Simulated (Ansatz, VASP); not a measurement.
# WSe2 in two plane-wave programs, part 2 of 2

Aim: how closely do two programs agree when they are given the same cell, functional and k mesh? The cell is taken from a series of runs on this material, whose earlier steps may have relaxed, scaled, displaced or heated it; both programs get it as it stands.

VASP 6.6.1 and Ansatz 0.2.0.

So far: The starting structure; Ansatz: dielectric response, LDA.

### 3. VASP: dielectric response, LDA

Level of this step: LDA, no spin polarisation; plane waves and PAW (W, Se) (VASP).

The same cell, functional (in two slightly different forms) and mesh now go to VASP, with its own data sets.

Lines of VASP's logs that name or quote its potential files are left out, and so is its time.

Input file INCAR:

```
SYSTEM = WSe2
PREC = Accurate
ENCUT = 520
EDIFF = 1E-08
NELM = 120
ISMEAR = 0
SIGMA = 0.01
LREAL = .FALSE.
ALGO = Normal
GGA = CA
NBANDS = 24
LASPH = .TRUE.
LORBIT = 11
LWAVE = .FALSE.
LCHARG = .FALSE.
ISIF = 2
LEPSILON = .TRUE.
GGA_COMPAT = .FALSE.
EFERMI = MIDGAP
KPAR = 2
```

Input file POSCAR:

```
WSe2
1.0
    3.2900000000      0.0000000000      0.0000000000
   -1.6450000000      2.8492235785      0.0000000000
    0.0000000000      0.0000000000     12.9700000000
W Se
2 4
Direct
    0.3333333333      0.6666666667      0.2500000000
    0.6666666667      0.3333333333      0.7500000000
    0.3333333333      0.6666666667      0.6210000000
    0.6666666667      0.3333333333      0.1210000000
    0.3333333333      0.6666666667      0.8790000000
    0.6666666667      0.3333333333      0.3790000000
```

Input file KPOINTS:

```
Automatic mesh
0
Gamma
8 8 2
0 0 0
```

PAW data sets: W and Se (LDA family, release 64).

Launch:

```sh
mpirun -np 2 vasp_std
```

Numbers of over 12 decimals in the logs are rounded to 6 here.

The log of the run:

```text
[banner, memory and clock lines left out]
running    2 mpi-ranks, on    1 nodes
 distrk:  each k-point on    1 cores,    2 groups
 distr:  one band on    1 cores,    1 groups

 POSCAR found type information on POSCAR W Se
 POSCAR found :  2 types and       6 ions
 LDA part: xc-table for (Slater(with rela. corr.)+CA(PZ))
 , standard interpolation
 POSCAR, INCAR and KPOINTS ok, starting setup
 FFT: planning ... GRIDC
 FFT: planning ... GRID_SOFT
 FFT: planning ... GRID
 WAVECAR not read
 entering main loop
       N       E                     dE             d eps       ncg     rms          rms(c)
DAV:   1     0.180889290779E+03    0.18089E+03   -0.15651E+04   960   0.131E+03
DAV:   2    -0.357963328234E+02   -0.21669E+03   -0.20906E+03  1304   0.249E+02
DAV:   3    -0.504487938653E+02   -0.14652E+02   -0.14542E+02  1272   0.660E+01
DAV:   4    -0.507186819109E+02   -0.26989E+00   -0.26914E+00  1272   0.921E+00
DAV:   5    -0.507239665152E+02   -0.52846E-02   -0.52790E-02  1240   0.111E+00    0.310E+01
DAV:   6    -0.490881737334E+02    0.16358E+01   -0.81112E+00  1336   0.131E+01    0.122E+01
DAV:   7    -0.488339857471E+02    0.25419E+00   -0.44405E+00  1264   0.104E+01    0.739E+00
DAV:   8    -0.486176222239E+02    0.21636E+00   -0.68003E-01  1312   0.463E+00    0.875E-01
DAV:   9    -0.486166662761E+02    0.95595E-03   -0.62955E-02  1320   0.131E+00    0.275E-01
DAV:  10    -0.486155651366E+02    0.11011E-02   -0.55335E-03  1304   0.403E-01    0.192E-01
DAV:  11    -0.486155311670E+02    0.33970E-04   -0.81203E-04  1312   0.151E-01    0.663E-02
DAV:  12    -0.486154593891E+02    0.71778E-04   -0.30140E-04  1344   0.941E-02    0.238E-02
DAV:  13    -0.486154602807E+02   -0.89165E-06   -0.18547E-05  1248   0.236E-02    0.735E-03
DAV:  14    -0.486154601770E+02    0.10371E-06   -0.13106E-06  1344   0.564E-03    0.347E-03
DAV:  15    -0.486154600881E+02    0.88910E-07   -0.28571E-07  1400   0.294E-03    0.854E-04
DAV:  16    -0.486154600910E+02   -0.28776E-08   -0.31063E-08  1136   0.882E-04
   1 F= -.48615460E+02 E0= -.48615460E+02  d E =0.000000E+00
 Linear response reoptimize wavefunctions to high precision
DAV:   1    -0.486154600896E+02    0.14231E-08   -0.47523E-09   976   0.419E-04
DAV:   2    -0.486154600895E+02    0.70941E-10   -0.77242E-10   784   0.164E-04
 Linear response G [H, r] |phi>, progress :
  Direction:   1
       N       E                     dE             d eps       ncg     rms
RMM:   1    -0.204795046496E+03   -0.20480E+03   -0.82350E+01  2470   0.915E+01
RMM:   2    -0.163583156074E+03    0.41212E+02   -0.27895E+01  1604   0.264E+01
RMM:   3    -0.164162143935E+03   -0.57899E+00   -0.19203E+00  1696   0.412E+00
RMM:   4    -0.164199738030E+03   -0.37594E-01   -0.62810E-02  1707   0.801E-01
RMM:   5    -0.164201209123E+03   -0.14711E-02   -0.50829E-03  1771   0.192E-01
RMM:   6    -0.164201380464E+03   -0.17134E-03   -0.42806E-04  1766   0.506E-02
RMM:   7    -0.164201391054E+03   -0.10591E-04   -0.39096E-05  1840   0.161E-02
RMM:   8    -0.164201392174E+03   -0.11200E-05    0.22517E-05  1834   0.707E-03
RMM:   9    -0.164201392500E+03   -0.32535E-06   -0.14349E-04  1809   0.458E-03
RMM:  10    -0.164201392628E+03   -0.12811E-06    0.45198E-05  1693   0.376E-03
RMM:  11    -0.164201392677E+03   -0.49789E-07   -0.10129E-04  1576   0.356E-03
RMM:  12    -0.164201392399E+03    0.27876E-06    0.13569E-04  1438   0.349E-03
RMM:  13    -0.164201392689E+03   -0.29001E-06   -0.49528E-05  1333   0.349E-03
 Linear response G [H, r] |phi>, progress :
  Direction:   2
       N       E                     dE             d eps       ncg     rms
RMM:   1    -0.221177824475E+03   -0.22118E+03   -0.34157E+02  2459   0.896E+01
RMM:   2    -0.177578062756E+03    0.43600E+02   -0.26474E+01  1633   0.252E+01
RMM:   3    -0.178264681469E+03   -0.68662E+00   -0.20843E+00  1709   0.390E+00
RMM:   4    -0.178299195888E+03   -0.34514E-01   -0.76703E-02  1717   0.771E-01
RMM:   5    -0.178300628281E+03   -0.14324E-02   -0.69422E-03  1763   0.192E-01
RMM:   6    -0.178300793257E+03   -0.16498E-03   -0.48887E-04  1777   0.489E-02
RMM:   7    -0.178300803991E+03   -0.10734E-04   -0.14818E-04  1845   0.161E-02
RMM:   8    -0.178300807165E+03   -0.31745E-05    0.45133E-05  1825   0.691E-03
RMM:   9    -0.178300805800E+03    0.13652E-05   -0.52227E-04  1799   0.460E-03
RMM:  10    -0.178300808784E+03   -0.29833E-05   -0.42026E-04  1710   0.386E-03
RMM:  11    -0.178300804791E+03    0.39930E-05   -0.30436E-04  1562   0.367E-03
RMM:  12    -0.178300806226E+03   -0.14353E-05   -0.13462E-04  1428   0.361E-03
RMM:  13    -0.178300806396E+03   -0.16957E-06   -0.15576E-04  1349   0.360E-03
 Linear response G [H, r] |phi>, progress :
  Direction:   3
       N       E                     dE             d eps       ncg     rms
RMM:   1    -0.215057580225E+03   -0.21506E+03   -0.11097E+02  2368   0.921E+01
RMM:   2    -0.172322854426E+03    0.42735E+02   -0.32201E+01  1552   0.245E+01
RMM:   3    -0.173151857419E+03   -0.82900E+00   -0.24498E+00  1674   0.390E+00
RMM:   4    -0.173203133788E+03   -0.51276E-01   -0.14809E-01  1706   0.746E-01
RMM:   5    -0.173202826299E+03    0.30749E-03   -0.66692E-03  1744   0.172E-01
RMM:   6    -0.173202897079E+03   -0.70780E-04   -0.34597E-04  1804   0.443E-02
RMM:   7    -0.173202898143E+03   -0.10641E-05   -0.20119E-03  1822   0.158E-02
[...]
RMM:  10    -0.506923566210E+01   -0.38688E-08   -0.10651E-05  1151   0.665E-04
RMM:  11    -0.506923566704E+01   -0.49407E-08   -0.42195E-06  1062   0.630E-04
RMM:  12    -0.506923567646E+01   -0.94133E-08    0.46385E-07   963   0.627E-04
RMM:  13    -0.506923567694E+01   -0.48082E-09   -0.20260E-06   955   0.618E-04
 change of polarisation eV/A/(eV/A) component  2 :    -0.876    10.138     0.000
 dielectric tensor                  component  2 :    -1.303    16.090     0.000
 Linear response to external field (no local field effect), progress :
  Direction:   3
       N       E                     dE             d eps       ncg     rms          rms(c)
RMM:   1    -0.321547430941E+01   -0.32155E+01   -0.15847E+01  1867   0.768E+00
RMM:   2    -0.338243136573E+01   -0.16696E+00   -0.14348E-01  1552   0.149E+00
RMM:   3    -0.338611644014E+01   -0.36851E-02   -0.56732E-03  1690   0.228E-01
RMM:   4    -0.338630096695E+01   -0.18453E-03   -0.36672E-04  1718   0.452E-02
RMM:   5    -0.338631584869E+01   -0.14882E-04   -0.45096E-05  1745   0.114E-02
RMM:   6    -0.338631670741E+01   -0.85872E-06   -0.80440E-06  1599   0.332E-03
RMM:   7    -0.338631678691E+01   -0.79502E-07   -0.53028E-06  1433   0.139E-03
RMM:   8    -0.338631687655E+01   -0.89632E-07   -0.58940E-06  1288   0.855E-04
RMM:   9    -0.338631687070E+01    0.58510E-08   -0.69989E-06  1157   0.712E-04
RMM:  10    -0.338631687102E+01   -0.32161E-09   -0.52081E-06  1057   0.662E-04
RMM:  11    -0.338631687998E+01   -0.89596E-08   -0.48382E-06   991   0.658E-04
RMM:  12    -0.338631687799E+01    0.19835E-08   -0.59751E-06   949   0.653E-04
 change of polarisation eV/A/(eV/A) component  3 :    -0.000    -0.000     6.772
 dielectric tensor                  component  3 :    -0.000    -0.000    11.080
 Linear response to external field, progress :
  Direction:   1
       N       E                     dE             d eps       ncg     rms          rms(c)
RMM:   1    -0.488750320539E+01   -0.48875E+01   -0.30101E+01  3952   0.827E+00
RMM:   2    -0.508718204979E+01   -0.19968E+00   -0.25098E-01  3288   0.173E+00    0.381E+00
RMM:   3    -0.491453221984E+01    0.17265E+00   -0.12247E-01  3501   0.156E+00    0.209E+00
RMM:   4    -0.503896154848E+01   -0.12443E+00   -0.13001E-01  3455   0.158E+00    0.302E-01
RMM:   5    -0.507364638794E+01   -0.34685E-01   -0.46498E-03  3613   0.314E-01    0.635E-02
RMM:   6    -0.506587465711E+01    0.77717E-02   -0.23547E-04  3584   0.583E-02    0.166E-02
RMM:   7    -0.506546560629E+01    0.40905E-03   -0.40335E-05  3699   0.168E-02    0.778E-03
RMM:   8    -0.506608745379E+01   -0.62185E-03    0.30080E-05  3694   0.672E-03    0.238E-03
RMM:   9    -0.506641944887E+01   -0.33200E-03   -0.66913E-06  3638   0.332E-03    0.753E-04
RMM:  10    -0.506641521902E+01    0.42298E-05   -0.12463E-06  3759   0.152E-03    0.159E-04
RMM:  11    -0.506639857349E+01    0.16646E-04   -0.44122E-06  3835   0.675E-04    0.542E-05
RMM:  12    -0.506639886877E+01   -0.29528E-06   -0.35610E-06  3201   0.501E-04    0.125E-05
RMM:  13    -0.506639977834E+01   -0.90957E-06   -0.36182E-06  2189   0.455E-04    0.365E-06
 change of polarisation eV/A/(eV/A) component  1 :     9.630    -0.248     0.000
 dielectric tensor                  component  1 :    15.332    -0.369     0.000
 Linear response to external field, progress :
  Direction:   2
       N       E                     dE             d eps       ncg     rms          rms(c)
RMM:   1    -0.488531806033E+01   -0.48853E+01   -0.30079E+01  3971   0.827E+00
RMM:   2    -0.508735785174E+01   -0.20204E+00   -0.24626E-01  3304   0.172E+00    0.381E+00
RMM:   3    -0.491466080942E+01    0.17270E+00   -0.12181E-01  3490   0.155E+00    0.209E+00
RMM:   4    -0.503899195417E+01   -0.12433E+00   -0.12953E-01  3445   0.158E+00    0.303E-01
RMM:   5    -0.507144818141E+01   -0.32456E-01   -0.45910E-03  3622   0.311E-01    0.670E-02
RMM:   6    -0.506778916126E+01    0.36590E-02   -0.25864E-04  3603   0.687E-02    0.236E-02
RMM:   7    -0.506524290806E+01    0.25463E-02    0.50953E-06  3680   0.211E-02    0.105E-02
RMM:   8    -0.506611202788E+01   -0.86912E-03    0.55973E-06  3676   0.826E-03    0.222E-03
RMM:   9    -0.506636732233E+01   -0.25529E-03   -0.47081E-06  3687   0.287E-03    0.727E-04
RMM:  10    -0.506641985628E+01   -0.52534E-04   -0.57920E-06  3791   0.127E-03    0.291E-04
RMM:  11    -0.506641664195E+01    0.32143E-05   -0.37402E-06  3818   0.797E-04    0.950E-05
RMM:  12    -0.506640976844E+01    0.68735E-05   -0.36946E-06  3306   0.557E-04    0.216E-05
RMM:  13    -0.506640946435E+01    0.30409E-06   -0.37600E-06  2206   0.504E-04    0.621E-06
 change of polarisation eV/A/(eV/A) component  2 :    -0.244     9.630     0.000
 dielectric tensor                  component  2 :    -0.363    15.332     0.000
 Linear response to external field, progress :
  Direction:   3
       N       E                     dE             d eps       ncg     rms          rms(c)
RMM:   1    -0.321547430941E+01   -0.32155E+01   -0.15847E+01  1867   0.768E+00
RMM:   2    -0.338243168171E+01   -0.16696E+00   -0.14349E-01  1552   0.149E+00    0.414E+00
RMM:   3    -0.235376500373E+01    0.10287E+01   -0.37477E+00  1554   0.522E+00    0.151E+00
RMM:   4    -0.234319700982E+01    0.10568E-01   -0.52039E-01  1702   0.175E+00    0.789E-01
RMM:   5    -0.236360643790E+01   -0.20409E-01   -0.76990E-02  1606   0.100E+00    0.285E-01
RMM:   6    -0.237007695251E+01   -0.64705E-02   -0.96885E-03  1645   0.318E-01    0.143E-01
RMM:   7    -0.237591670676E+01   -0.58398E-02   -0.16739E-03  1758   0.114E-01    0.345E-02
RMM:   8    -0.237497708459E+01    0.93962E-03   -0.16269E-04  1776   0.408E-02    0.135E-02
RMM:   9    -0.237507994973E+01   -0.10287E-03   -0.21365E-05  1770   0.116E-02    0.623E-03
RMM:  10    -0.237498593340E+01    0.94016E-04   -0.85053E-06  1784   0.348E-03    0.210E-03
RMM:  11    -0.237498068571E+01    0.52477E-05   -0.17534E-05  1801   0.226E-03    0.625E-04
RMM:  12    -0.237497827874E+01    0.24070E-05   -0.34637E-06  1890   0.119E-03    0.271E-04
RMM:  13    -0.237498079782E+01   -0.25191E-05   -0.20276E-05  1801   0.716E-04    0.669E-05
RMM:  14    -0.237498247782E+01   -0.16800E-05   -0.61018E-06  1737   0.484E-04    0.211E-05
RMM:  15    -0.237498207438E+01    0.40344E-06   -0.11777E-06  1153   0.405E-04    0.908E-06
 change of polarisation eV/A/(eV/A) component  3 :    -0.000     0.000     4.536
 dielectric tensor                  component  3 :    -0.000     0.000     7.751
 Born effective charges drift removed
```

OUTCAR, selected parts (step 3):

```text
ion  position               nearest neighbor table
   1  0.333  0.667  0.250-   4 2.53   6 2.53   4 2.53   6 2.53   4 2.53   6 2.53
   2  0.667  0.333  0.750-   3 2.53   5 2.53   3 2.53   5 2.53   3 2.53   5 2.53
   3  0.333  0.667  0.621-   2 2.53   2 2.53   2 2.53
   4  0.667  0.333  0.121-   1 2.53   1 2.53   1 2.53
   5  0.333  0.667  0.879-   2 2.53   2 2.53   2 2.53
   6  0.667  0.333  0.379-   1 2.53   1 2.53   1 2.53

  LATTYP: Found a hexagonal cell.
 ALAT       =     3.2900000000
 C/A-ratio  =     3.9422492401

 Subroutine GETGRP returns: Found 24 space group operations
 (whereof 12 operations were pure point group operations)

The static configuration has the point symmetry D_3d.
 The point group associated with its full space group is D_6h.

 Found     20 irreducible k-points:

   k-points           NKPTS =     20   k-points in BZ     NKDIM =     20   number of bands    NBANDS=     24

   dimension x,y,z NGX =    24 NGY =   24 NGZ =   96
   dimension x,y,z NGXF=    48 NGYF=   48 NGZF=  192

   ENCUT  =  520.0 eV  38.22 Ry    6.18 a.u.   6.12  6.12 24.12*2*pi/ulx,y,z

   NELECT =      36.0000    total number of electrons

 k-points in reciprocal lattice and weights: Automatic mesh
   0.00000000  0.00000000  0.00000000       0.008
   0.12500000  0.00000000  0.00000000       0.047
   0.25000000  0.00000000  0.00000000       0.047
   0.37500000  0.00000000  0.00000000       0.047
   0.50000000  0.00000000  0.00000000       0.023
   0.12500000  0.12500000  0.00000000       0.047
   0.25000000  0.12500000  0.00000000       0.094
   0.37500000  0.12500000  0.00000000       0.094
   0.25000000  0.25000000  0.00000000       0.047
[...]
0.25000000  0.25000000  0.50000000       0.047
   0.37500000  0.25000000  0.50000000       0.047

 average (electrostatic) potential at core
       1 -41.0043       2 -41.0043       3 -59.2860       4 -59.2860       5 -59.2860
       6 -59.2860

  Total       -3.1654227     -3.1654227     -2.7861403      0.0000000      0.0000000      0.0000000
  in kB      -41.7138126    -41.7138126    -36.7156445      0.0000000      0.0000000      0.0000000
  external PRESSURE =     -40.0477566 kB  Pullay stress =       0.0000000 kB

  energy-cutoff  :      520.00
  volume of cell :      121.58
      direct lattice vectors                 reciprocal lattice vectors
     3.290000000  0.000000000  0.000000000     0.303951368  0.175486404  0.000000000
    -1.645000000  2.849223579  0.000000000     0.000000000  0.350972808  0.000000000
     0.000000000  0.000000000 12.970000000     0.000000000  0.000000000  0.077101002

 POSITION                                       TOTAL-FORCE (eV/Angst)
 -----------------------------------------------------------------------------------
     -0.00000      1.89948      3.24250        -0.000000     -0.000000      0.000000
      1.64500      0.94974      9.72750        -0.000000     -0.000000      0.000000
     -0.00000      1.89948      8.05437        -0.000000      0.000000      0.347189
      1.64500      0.94974      1.56937         0.000000      0.000000      0.347189
     -0.00000      1.89948     11.40063        -0.000000      0.000000     -0.347189
      1.64500      0.94974      4.91563        -0.000000     -0.000000     -0.347189
 -----------------------------------------------------------------------------------
    total drift:                               -0.000000      0.000000     -0.000000

 MACROSCOPIC STATIC DIELECTRIC TENSOR (including local field effects in DFT)
 ------------------------------------------------------
          15.332029     0.000000     0.000000
           0.000000    15.332029     0.000000
           0.000000    -0.000000     7.750964
 ------------------------------------------------------

 PIEZOELECTRIC TENSOR (including local field effects)  for field in x, y, z        (C/m^2)
          XX          YY          ZZ          XY          YZ          ZX
  --------------------------------------------------------------------------------
  x     0.00000     0.00000     0.00000     0.00000     0.00000     0.00000
  y     0.00000     0.00000     0.00000     0.00000     0.00000     0.00000
  z     0.00000     0.00000     0.00000     0.00000     0.00000     0.00000

 BORN EFFECTIVE CHARGES (including local field effects) (in |e|, cummulative output)
 ---------------------------------------------------------------------------------
 ion    1
    1    -1.33063     0.00000     0.00000
    2     0.00000    -1.33063     0.00000
    3     0.00000     0.00000    -0.82934
 ion    2
    1    -1.33063     0.00000     0.00000
    2     0.00000    -1.33063     0.00000
    3    -0.00000     0.00000    -0.82934
 ion    3
    1     0.66532     0.00000     0.00000
    2     0.00000     0.66532     0.00000
    3    -0.00000     0.00000     0.41467
 ion    4
    1     0.66532     0.00000     0.00000
    2     0.00000     0.66532     0.00000
    3    -0.00000     0.00000     0.41467
 ion    5
    1     0.66532     0.00000     0.00000
    2     0.00000     0.66532     0.00000
    3     0.00000     0.00000     0.41467
 ion    6
    1     0.66532     0.00000     0.00000
    2     0.00000     0.66532     0.00000
    3     0.00000     0.00000     0.41467
```

This run has no spin polarisation, so a moment on W, if there is one, isn't seen. The data set W keeps the semicore shell frozen, which is cheaper and a little less accurate.

### 4. Differences

Known differences besides the potentials themselves: the two LDA forms differ slightly; fixed occupations in Ansatz, narrow Gaussian smearing in VASP; VASP's response is taken on the typed mesh, Ansatz refines its own for the field response alone; the data sets hold 92 valence electrons in Ansatz (on its PAW soft_1 files) and 36 in VASP; the cutoff is 420 eV in Ansatz and 520 eV in VASP; VASP's log shows a relativistic correction to its local exchange, Ansatz's none. Total energies have different zeros and are not compared.

Both answers:

| quantity | Ansatz | VASP | difference |
| --- | --- | --- | --- |
| ε∞ xx | 15.37 | 15.33 | +0.23 % |
| ε∞ yy | 15.37 | 15.33 | +0.23 % |
| ε∞ zz | 7.61 | 7.75 | -1.77 % |

### 5. Outcome

```
difference in ε∞ zz (dielectric response, LDA) : -1.8 %
```

The difference in ε∞ zz is -1.8 % (dielectric response, LDA), within the 5 % picked in this series as the mark of a large difference. The data sets hold unlike numbers of valence electrons (92 in Ansatz and 36 in VASP), so part of the differences comes from the potentials. How closely two codes agree says nothing of how well the functional describes the real material.

[Lines on the potential files, build, host, timing and source positions are cut from VASP's logs without a mark.]

[Logs are printed without paths, hosts, clocks, repeated set-up lines and the standing remarks that a program may print on its own settings, such as how far it seeks lower states.]

[Hosts, paths, dates, database ids (printed as entryN), source tags and the programs' standing remarks are cut or masked in the printed files.]
